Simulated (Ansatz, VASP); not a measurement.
# Cross-check of Al2O3 (Corundum) between VASP and Ansatz

One calculation is typed for both programs; each brings its own data sets. How far apart do they land? Of the first pair: The structure shown is the start of the Ansatz relaxation below; VASP solves that cell, so the two are compared at the walk's first step.

Main program and level: Ansatz 0.2.0; plane waves, with VASP 6.6.1 beside it; single point at LDA.

## Step 1: The starting structure

It takes space group R-3c (No. 167, trigonal). The conventional cell has a = 4.603 Å, b = 4.603 Å, c = 12.518 Å, α = 90.00°, β = 90.00°, γ = 120.00°. Nearest to O lie 4 Al at 1.79 to 1.90 Å. Nearest to Al lie 6 O at 1.79 to 1.90 Å. Farther neighbours and most contacts between anions are not listed.

## Step 2: Ansatz: relaxation, LDA

Ansatz runs on its PAW soft_1 files.

The two programs are compared at the cell with which this relaxation starts, whose forces are those of its first step.

Input file input.yaml:

```yaml
crystal:
  lattice:
    - [2.3012514454, 1.3286281415, 4.1726768203]
    - [-2.3012514454, 1.3286281415, 4.1726768203]
    - [0.0, -2.6572562829, 4.1726768203]
  atoms:
    - { symbol: O, position: [0.5565106784, 0.9434893216, 0.25] }
    - { symbol: O, position: [0.25, 0.5565106784, 0.9434893216] }
    - { symbol: O, position: [0.9434893216, 0.25, 0.5565106784] }
    - { symbol: O, position: [0.4434893216, 0.0565106784, 0.75] }
    - { symbol: O, position: [0.75, 0.4434893216, 0.0565106784] }
    - { symbol: O, position: [0.0565106784, 0.75, 0.4434893216] }
    - { symbol: Al, position: [0.3518574894, 0.3518574894, 0.3518574894] }
    - { symbol: Al, position: [0.1481425106, 0.1481425106, 0.1481425106] }
    - { symbol: Al, position: [0.6481425106, 0.6481425106, 0.6481425106] }
    - { symbol: Al, position: [0.8518574894, 0.8518574894, 0.8518574894] }
kpoints:
  mp_grid: { grid: [6, 6, 6] }
hamiltonian:
  xc: lda
  pseudopotentials: { kind: paw, azcp: { folder: soft_1 }, xc_functional: pbe }
scf:
  occupations: { method: fixed }
output:
  forces: true
  stress: true
  eigenvalues: true
relax:
  adjacent_minimum: "off"
  f_tol: 0.001
  max_steps: 60
  cell: { stress_tol: 0.01, fix: [volume] }
```

The run is started by

```console
$ ansatz run input.yaml --threads 8 --pin off --max-ram 20480MiB --backend cpu --events-out ev --progress --plain --runs-dir out
```

Numbers of over 12 decimals in the logs are rounded to 6 here.

The log of the run:

```text
Engine: ansatz 0.2.0, aarch64-unknown-linux-gnu
Pseudopotentials: kind: paw
Pseudopotential: O, paw, valence charge 6, recommended cutoff 420 eV (normal), soft_1/O.paw.azcp
Pseudopotential: Al, paw, valence charge 3, recommended cutoff 420 eV (normal), soft_1/Al.paw.azcp
Functional definition: SPW92
  exchange = slater_x
  correlation = pw_c
Crystal: 10 atoms, lattice volume = 76.548 Å³
Basis set: ecut = 420 eV, 1513 PW (Γ)
Bands: 34, of which v1, the nominal top of the filled ones, is band 24 counted from 1 (23 counted from 0)
Symmetry: 12 space group operations
Space group: R-3c (ITA 167), of the structure as read, at distance tolerance 4.2e-5 Å
k-points: 32 of 216
Non-local potential: O, projectors of the file, l = 0: 2, l = 1: 2, l = 2: 1
Non-local potential: Al, projectors of the file, l = 0: 2, l = 1: 2, l = 2: 1
PAW form: soft (Blöchl's): semilocal exchange-correlation on the pseudo side does not see the compensation charge
PAW frozen core: O, regenerated for the run's functional, and the local potential with it (the file was generated under x = pbe(κ = 0.804, μ = 0.219515), c = pbe(β = 0.066725))
PAW frozen core: Al, regenerated for the run's functional, and the local potential with it (the file was generated under x = pbe(κ = 0.804, μ = 0.219515), c = pbe(β = 0.066725))
PAW one-centre angular grid: O, 110 points (default); XC on 64 Gauss nodes
PAW one-centre angular grid: Al, 110 points (default); XC on 64 Gauss nodes
Initial density: superposition of atomic densities (chi_scale 0.1, normalization cell, long waves kept (reshape's long-wave potential 0.00 eV rms))
Initial wavefunctions: pseudopotential atomic-orbital guess
Functional: x = slater, c = lda
SCF iter   1: F=—  HF=-5403.693939 eV  |F-HF|=—  |Δ(HF+E_count)|=         —  Δρ=1.38e-1  dr2=1.28e1  ethr=3.10e-3  ⟨swp⟩=5.0  Hψ=4248  notcnv=0  defer=209
preconditioner: auto → none  [insulator: Δε(μ)=8.640 eV  Ē_g=19.672 eV  n_scr=14 (ndim 8)  ℏωp=29.4 eV  f_vac=0.000  ε∞_Penn≈3.2]
SCF iter   2: F=—  HF=-5399.843638 eV  |F-HF|=—  |Δ(HF+E_count)|=    3.85e0  Δρ=6.38e-2  dr2=1.21e0  ethr=3.10e-3  ⟨swp⟩=3.4  Hψ=2623  notcnv=0  defer=246
SCF iter   3: F=—  HF=-5399.444537 eV  |F-HF|=—  |Δ(HF+E_count)|=   3.99e-1  Δρ=1.96e-2  dr2=1.36e-1  ethr=2.51e-3  ⟨swp⟩=2.3  Hψ=1849  notcnv=0  defer=234
SCF iter   4: F=—  HF=-5399.401036 eV  |F-HF|=—  |Δ(HF+E_count)|=   4.35e-2  Δρ=1.73e-3  dr2=1.17e-3  ethr=2.83e-4  ⟨swp⟩=2.0  Hψ=1199  notcnv=0  defer=254
SCF iter   5: F=—  HF=-5399.400760 eV  |F-HF|=—  |Δ(HF+E_count)|=   2.76e-4  Δρ=2.51e-4  dr2=1.03e-5  ethr=2.43e-6  ⟨swp⟩=2.4  Hψ=1696  notcnv=0  defer=255
SCF iter   6: F=—  HF=-5399.400764 eV  |F-HF|=—  |Δ(HF+E_count)|=   3.32e-6  Δρ=2.58e-5  dr2=2.22e-7  ethr=2.15e-8  ⟨swp⟩=2.4  Hψ=1832  notcnv=0  defer=167
SCF iter   7: F=-5399.400764 eV  HF=-5399.400764 eV  |F-HF|=4.26e-9  |Δ(HF+E_count)|=   1.63e-8  Δρ=4.53e-6  dr2=7.87e-9  ethr=2.08e-10  ⟨swp⟩=14.0  Hψ=6690  notcnv=0
SCF 1 converged in 7 iterations: F = -5399.400764 eV  dr2 = 7.87e-9
  greatest PAW one-centre occupation: 0.856 electrons in one spin orbital (limit 2), on the O atom at site 3 (counted from 0), in its partial waves of l = 0
relax step   1: F+E_penalty+E_count = -5399.40076371 eV  Δ(F+E_penalty+E_count) = +0.000e0 eV  max|allowed force component| = 2.927e-2 eV/Å  Δτ_max = 0.0000 Å  P = +25.337 GPa  Ω = 76.548 Å³  fix = [volume]  reactions: volume +25.337 GPa  (7 SCF iters, dr2 threshold 1.00e-7 eV, accepted)
[...]
relax step   2: F+E_penalty+E_count = -5399.40093636 eV  Δ(F+E_penalty+E_count) = -1.726e-4 eV  max|allowed force component| = 7.818e-3 eV/Å  Δτ_max = 0.0007 Å  P = +25.309 GPa  Ω = 76.548 Å³  energy of the carried Pulay correction = +5.644e-15 eV  fix = [volume]  reactions: volume +25.309 GPa  (3 SCF iters, dr2 threshold 3.09e-7 eV, accepted)
[...]
relax step   7: F+E_penalty+E_count = -5399.40092165 eV  Δ(F+E_penalty+E_count) = +2.585e-5 eV  max|allowed force component| = 2.405e-5 eV/Å  Δτ_max = 0.0000 Å  P = +25.301 GPa  Ω = 76.548 Å³  fix = [volume]  reactions: volume +25.301 GPa  stress off target by 1.80e-2 GPa on what of the cell is left free  SCF on the basis re-selected at this cell (its energy is not comparable with the rows above)  (4 SCF iters)
[...]
relax step   8: F+E_penalty+E_count = -5399.40092106 eV  Δ(F+E_penalty+E_count) = +5.862e-7 eV  max|allowed force component| = 5.966e-6 eV/Å  Δτ_max = 0.0000 Å  P = +25.302 GPa  Ω = 76.548 Å³  energy of the carried Pulay correction = -8.679e-7 eV  fix = [volume]  reactions: volume +25.302 GPa  (3 SCF iters, dr2 threshold 8.14e-10 eV, accepted)
[...]
relax step   9: F+E_penalty+E_count = -5399.40092106 eV  Δ(F+E_penalty+E_count) = -5.457e-12 eV  max|allowed force component| = 7.874e-6 eV/Å  Δτ_max = 0.0000 Å  P = +25.302 GPa  Ω = 76.548 Å³  fix = [volume]  reactions: volume +25.302 GPa  stress off target by 4.24e-4 GPa on what of the cell is left free  SCF on the basis re-selected at this cell (its energy is not comparable with the rows above)  (4 SCF iters)
basis re-selected at this cell: Δ(F+E_penalty+E_count) = -5.457e-12 eV, ΔP = -0.000 GPa vs the last step (what re-selecting the basis moved, of the pressure what is left beyond the Pulay correction that the steps carried, after the strain that the cell walked since its last selection, with what the two solves' SCF thresholds leave and, on support functions, any second-order correction that the steps lacked; it is no  [...]
SCF converged after 4 iterations
Free energy (F): -5399.400921 eV
Harris-Foulkes:  -5399.400921 eV  (|F-HF|=1.82e-12)
Internal energy: -5399.400921 eV  (E = F + TS)
E sigma→0 (E₀):  -5399.400921 eV
Fermi energy:    8.813706 eV
--- Per-component energies (eV) ---
  E_band       = 102.471357
  E_kinetic    = 1156.981521
  E_local      = -1861.520313  (includes V_loc(G=0)·N_el)
  E_nonlocal   = 371.992473
  E_hartree    = 705.992555
  E_xc         = -589.716187
  E_vxc        = -683.834399  (∫ρ·V_xc dr)
  E_paw        = -2701.003116  (= ΣΔE_a)
  E_vpaw       = -293.137927  (= ΣTr[D̂ρ^β])
  E_aug_tail   = 0.004884  (compensation charges beyond the density's cutoff)
  E_ewald      = -2482.937134
  E_core_change = 0.804395  (= ΣΔE_core)
  E_smearing   = -0.000000  (= −TS)
  E_closure    = 0.000000  (closes the sum)
  Σ components = -5399.400921   (vs F -5399.400921, Δ=0.00e0)
--- Forces (eV/Å), atoms counted from 1 ---
  atom   1  O     -0.00000298     0.00000000     0.00000000
  atom   2  O      0.00000149    -0.00000258     0.00000000
  atom   3  O      0.00000149     0.00000258    -0.00000000
  atom   4  O      0.00000298    -0.00000000    -0.00000000
  atom   5  O     -0.00000149     0.00000258    -0.00000000
  atom   6  O     -0.00000149    -0.00000258     0.00000000
  atom   7  Al     0.00000000    -0.00000000    -0.00000787
  atom   8  Al     0.00000000     0.00000000     0.00000787
  atom   9  Al    -0.00000000     0.00000000     0.00000787
  atom  10  Al    -0.00000000    -0.00000000    -0.00000787
  max |Σ_I F_I| component: 4.05e-18 eV/Å
--- Stress (GPa, compression-positive) ---
       25.301376       0.000000      -0.000000
        0.000000      25.301376       0.000000
       -0.000000       0.000000      25.302011
  P = ⅓ Tr σ = 25.3016 GPa (253.016 kbar)
--- Band table (eV; the first three rows and the last of 32) ---
  k-point 0: bands = [... 20 lower, 8.1502, 8.7062, 8.7062, 8.8137, 16.3012, 18.5364, 20.7092, 21.0675, ... 6 higher]
  k-point 1: bands = [... 20 lower, 7.9490, 8.3722, 8.6532, 8.7334, 16.8957, 19.0714, 20.1421, 20.5775, ... 6 higher]
  k-point 2: bands = [... 20 lower, 7.7833, 8.1241, 8.4744, 8.5551, 18.1293, 19.5081, 19.5637, 20.2351, ... 6 higher]
  k-point 31: bands = [... 20 lower, 8.2978, 8.2978, 8.2978, 8.2978, 18.4137, 18.4137, 20.5499, 20.5499, ... 6 higher]
--- Relaxed structure (7 steps of the walk, 7 accepted, 2 SCFs on fresh bases) ---
  F+E_penalty+E_count = -5399.40092106 eV   max|allowed force component| = 7.874e-6 eV/Å   (the final SCF, on the basis selected at the relaxed cell)
  cell:  # Å, volume = 76.5479 Å³
    - [2.301863, 1.328981, 4.170460]
    - [-2.301863, 1.328981, 4.170460]
    - [0, -2.657962, 4.170460]
  atoms:
    - { symbol: O, position: [0.556749, 0.943251, 0.250000] }
    - { symbol: O, position: [0.250000, 0.556749, 0.943251] }
    - { symbol: O, position: [0.943251, 0.250000, 0.556749] }
    - { symbol: O, position: [0.443251, 0.056749, 0.75] }
    - { symbol: O, position: [0.75, 0.443251, 0.056749] }
    - { symbol: O, position: [0.056749, 0.75, 0.443251] }
    - { symbol: Al, position: [0.351806, 0.351806, 0.351806] }
    - { symbol: Al, position: [0.148194, 0.148194, 0.148194] }
    - { symbol: Al, position: [0.648194, 0.648194, 0.648194] }
    - { symbol: Al, position: [0.851806, 0.851806, 0.851806] }
```

In the SCF lines HF is the Harris–Foulkes energy and dr2 the Hartree energy of the density residual, in eV; the loop may stop once dr2 is under the threshold and the program's other checks hold. Hψ counts applications of the Hamiltonian.

## Step 3: VASP: single point, LDA, start cell, pair 1

The same cell, functional (in two slightly different forms) and mesh now go to VASP, with its own data sets.

Lines of VASP's logs that name or quote its potential files are left out, and so is its time.

Input file INCAR:

```
SYSTEM = Al2O3
PREC = Accurate
ENCUT = 520
EDIFF = 1E-06
NELM = 120
ISMEAR = 0
SIGMA = 0.01
LREAL = .FALSE.
ALGO = Normal
GGA = CA
NBANDS = 34
LORBIT = 11
LWAVE = .FALSE.
LCHARG = .FALSE.
ISIF = 2
LASPH = .TRUE.
GGA_COMPAT = .FALSE.
EFERMI = MIDGAP
KPAR = 2
```

Input file POSCAR:

```
Al2O3
1.0
    2.3012510000      1.3286280000      4.1726770000
   -2.3012510000      1.3286280000      4.1726770000
    0.0000000000     -2.6572560000      4.1726770000
O Al
6 4
Direct
    0.5565106162      0.9434892639      0.2499999401
    0.2499999401      0.5565106162      0.9434892639
    0.9434892639      0.2499999401      0.5565106163
    0.4434893039      0.0565106562      0.7499999800
    0.7499999800      0.4434893039      0.0565106562
    0.0565106562      0.7499999800      0.4434893039
    0.3518574926      0.3518574926      0.3518574926
    0.1481424675      0.1481424675      0.1481424675
    0.6481425074      0.6481425074      0.6481425074
    0.8518574527      0.8518574527      0.8518574527
```

Input file KPOINTS:

```
Automatic mesh
0
Gamma
6 6 6
0 0 0
```

The projector-augmented-wave data sets are O and Al (LDA family, release 64).

The run is started by

```console
$ mpirun -np 2 vasp_std
```

The log of the run:

```text
[banner, memory and clock lines left out]
running    2 mpi-ranks, on    1 nodes
 distrk:  each k-point on    1 cores,    2 groups
 distr:  one band on    1 cores,    1 groups

 POSCAR found type information on POSCAR O Al
 POSCAR found :  2 types and      10 ions
 LDA part: xc-table for (Slater(with rela. corr.)+CA(PZ))
 , standard interpolation
 POSCAR, INCAR and KPOINTS ok, starting setup
 FFT: planning ... GRIDC
 FFT: planning ... GRID_SOFT
 FFT: planning ... GRID
 WAVECAR not read
 entering main loop
       N       E                     dE             d eps       ncg     rms          rms(c)
DAV:   1     0.215553041336E+03    0.21555E+03   -0.25925E+04  2176   0.136E+03
DAV:   2    -0.802296443104E+02   -0.29578E+03   -0.28812E+03  2744   0.301E+02
DAV:   3    -0.914236399760E+02   -0.11194E+02   -0.11164E+02  2814   0.592E+01
DAV:   4    -0.914996067047E+02   -0.75967E-01   -0.75933E-01  2672   0.563E+00
DAV:   5    -0.915003059441E+02   -0.69924E-03   -0.69911E-03  2760   0.531E-01    0.186E+01
DAV:   6    -0.827714906837E+02    0.87288E+01   -0.29965E+01  2652   0.297E+01    0.672E+00
DAV:   7    -0.826341313877E+02    0.13736E+00   -0.10794E+00  2704   0.508E+00    0.330E+00
DAV:   8    -0.825571183281E+02    0.77013E-01   -0.81763E-02  2640   0.208E+00    0.765E-01
DAV:   9    -0.825493573878E+02    0.77609E-02   -0.17272E-02  2806   0.691E-01    0.282E-01
DAV:  10    -0.825493442904E+02    0.13097E-04   -0.59645E-04  2576   0.144E-01    0.659E-02
DAV:  11    -0.825493395434E+02    0.47470E-05   -0.73384E-05  2654   0.527E-02    0.284E-02
DAV:  12    -0.825493393652E+02    0.17817E-06   -0.13360E-06  1888   0.876E-03
   1 F= -.82549339E+02 E0= -.82549339E+02  d E =0.000000E+00
```

OUTCAR, selected parts (step 3):

```text
ion  position               nearest neighbor table
   1  0.557  0.943  0.250-  10 1.79   9 1.79   8 1.90   7 1.90
   2  0.250  0.557  0.943-  10 1.79   9 1.79   8 1.90   7 1.90
   3  0.943  0.250  0.557-  10 1.79   9 1.79   8 1.90   7 1.90
   4  0.443  0.057  0.750-   7 1.79   8 1.79   9 1.90  10 1.90
   5  0.750  0.443  0.057-   8 1.79   7 1.79   9 1.90  10 1.90
   6  0.057  0.750  0.443-   7 1.79   8 1.79   9 1.90  10 1.90
   7  0.352  0.352  0.352-   6 1.79   4 1.79   5 1.79   1 1.90   3 1.90   2 1.90   8 2.55   9 2.70
                             9 2.70   9 2.70   8 3.11   8 3.11   8 3.11
   8  0.148  0.148  0.148-   5 1.79   4 1.79   6 1.79   1 1.90   2 1.90   3 1.90   7 2.55  10 2.70
                            10 2.70  10 2.70   7 3.11   7 3.11   7 3.11
   9  0.648  0.648  0.648-   3 1.79   1 1.79   2 1.79   4 1.90   5 1.90   6 1.90  10 2.55   7 2.70
                             7 2.70   7 2.70  10 3.11  10 3.11  10 3.11
  10  0.852  0.852  0.852-   2 1.79   1 1.79   3 1.79   4 1.90   5 1.90   6 1.90   9 2.55   8 2.70
                             8 2.70   8 2.70   9 3.11   9 3.11   9 3.11

  LATTYP: Found a trigonal (rhomboedric) cell.
 ALAT       =     4.9469426794
 COS(alpha) =     0.5672029735

 Subroutine GETGRP returns: Found 12 space group operations
 (whereof  6 operations were pure point group operations)

The static configuration has the point symmetry S_6 .
 The point group associated with its full space group is D_3d.

 Found     32 irreducible k-points:

   k-points           NKPTS =     32   k-points in BZ     NKDIM =     32   number of bands    NBANDS=     34

   dimension x,y,z NGX =    40 NGY =   40 NGZ =   40
   dimension x,y,z NGXF=    80 NGYF=   80 NGZF=   80

   ENCUT  =  520.0 eV  38.22 Ry    6.18 a.u.   9.20  9.20  9.20*2*pi/ulx,y,z

   NELECT =      48.0000    total number of electrons

 k-points in reciprocal lattice and weights: Automatic mesh
   0.00000000  0.00000000  0.00000000       0.005
   0.16666667  0.00000000  0.00000000       0.028
   0.33333333  0.00000000  0.00000000       0.028
   0.50000000  0.00000000 -0.00000000       0.014
   0.16666667  0.16666667  0.00000000       0.028
   0.33333333  0.16666667 -0.00000000       0.056
   0.50000000  0.16666667 -0.00000000       0.056
  -0.33333333  0.16666667 -0.00000000       0.056
  -0.16666667  0.16666667  0.00000000       0.028
[...]
-0.33333333  0.50000000  0.33333333       0.028
   0.50000000  0.50000000  0.50000000       0.005

 average (electrostatic) potential at core
       1 -67.0358       2 -67.0358       3 -67.0358       4 -67.0358       5 -67.0358
       6 -67.0358       7 -68.0764       8 -68.0765       9 -68.0764      10 -68.0765

 E-fermi :  10.8642

 k-point     1 :       0.0000    0.0000    0.0000
  band No.  band energies     occupation
    ...
     20       6.4544      2.00000
     21       6.4544      2.00000
     22       7.0155      2.00000
     23       7.0155      2.00000
     24       7.1110      2.00000
     25      14.6173      0.00000
     26      16.8135      0.00000
     27      18.9923      0.00000
     28      19.3636      0.00000
     29      19.3998      0.00000
    ...

 k-point     2 :       0.1667    0.0000    0.0000
  band No.  band energies     occupation
    ...
     20       6.0960      2.00000
     21       6.2485      2.00000
     22       6.6771      2.00000
     23       6.9620      2.00000
     24       7.0325      2.00000
     25      15.2116      0.00000
     26      17.3521      0.00000
     27      18.4190      0.00000
     28      18.8681      0.00000
     29      19.1385      0.00000
    ...

 k-point     3 :       0.3333    0.0000    0.0000
  band No.  band energies     occupation
    ...
     20       5.5709      2.00000
     21       6.0833      2.00000
     22       6.4275      2.00000
     23       6.7805      2.00000
     24       6.8559      2.00000
     25      16.4410      0.00000
     26      17.7855      0.00000
     27      17.8466      0.00000
     28      18.5222      0.00000
     29      18.7115      0.00000
    ...

  Total       12.9568140     12.9568162     12.6076553      0.0000000      0.0000000      0.0000000
  in kB      271.1910773    271.1911245    263.8830528      0.0000000      0.0000000      0.0000000
  external PRESSURE =     268.7550849 kB  Pullay stress =       0.0000000 kB

  energy-cutoff  :      520.00
  volume of cell :       76.55
      direct lattice vectors                 reciprocal lattice vectors
     2.301251000  1.328628000  4.172677000     0.217273127  0.125442687  0.079884768
    -2.301251000  1.328628000  4.172677000    -0.217273127  0.125442687  0.079884768
     0.000000000 -2.657256000  4.172677000     0.000000000 -0.250885374  0.079884768

 POSITION                                       TOTAL-FORCE (eV/Angst)
 -----------------------------------------------------------------------------------
     -0.89053      1.32863      7.30218         0.024663     -0.000000     -0.000000
     -0.70536     -1.43554      7.30218        -0.012332      0.021359     -0.000000
      1.59589      0.10691      7.30218        -0.012332     -0.021359      0.000000
      0.89053     -1.32863      5.21585        -0.024663      0.000000      0.000000
      0.70536      1.43554      5.21585         0.012332     -0.021359     -0.000000
     -1.59589     -0.10691      5.21585         0.012332      0.021359      0.000000
      0.00000      0.00000      4.40456         0.000000     -0.000000     -0.013249
      0.00000      0.00000      1.85445         0.000000     -0.000000      0.013249
      0.00000      0.00000      8.11347         0.000000     -0.000000      0.013249
      0.00000      0.00000     10.66358         0.000000      0.000000     -0.013249
 -----------------------------------------------------------------------------------
    total drift:                               -0.000000      0.000000      0.001767

  FREE ENERGIE OF THE ION-ELECTRON SYSTEM (eV)
  ---------------------------------------------------
  free  energy   TOTEN  =       -82.5493393652 eV

  energy  without entropy=      -82.5493393652  energy(sigma->0) =      -82.54933937

 total charge
# of ion       s       p       d       tot
------------------------------------------
    1        1.542   3.702   0.000   5.244
    2        1.542   3.702   0.000   5.244
    3        1.542   3.702   0.000   5.244
    4        1.542   3.702   0.000   5.244
    5        1.542   3.702   0.000   5.244
    6        1.542   3.702   0.000   5.244
    7        0.339   0.479   0.000   0.818
    8        0.339   0.479   0.000   0.818
    9        0.339   0.479   0.000   0.818
   10        0.339   0.479   0.000   0.818
--------------------------------------------------
tot         10.605  24.128   0.000  34.733

[... 3 further parts left out ...]
```

The run ends at a pressure of 26.88 GPa, with forces up to 0.025 eV/Å.

## Step 4: Differences

Known differences besides the potentials themselves: the two LDA forms differ slightly; fixed occupations in Ansatz, narrow Gaussian smearing in VASP; the cutoff is 420 eV in Ansatz and 520 eV in VASP; VASP's log shows a relativistic correction to its local exchange, Ansatz's none. Total energies have different zeros and are not compared.

At this near-relaxed geometry the largest component of a force difference is 5 meV/Å.

(Continued in part 2 of 2.)

[Lines on the potential files, build, host, timing and source positions are cut from VASP's logs without a mark.]

[Logs are printed without paths, hosts, clocks, repeated set-up lines and the standing remarks that a program may print on its own settings, such as how far it seeks lower states.]

[Hosts, paths, dates, database ids (printed as entryN), source tags and the programs' standing remarks are cut or masked in the printed files.]
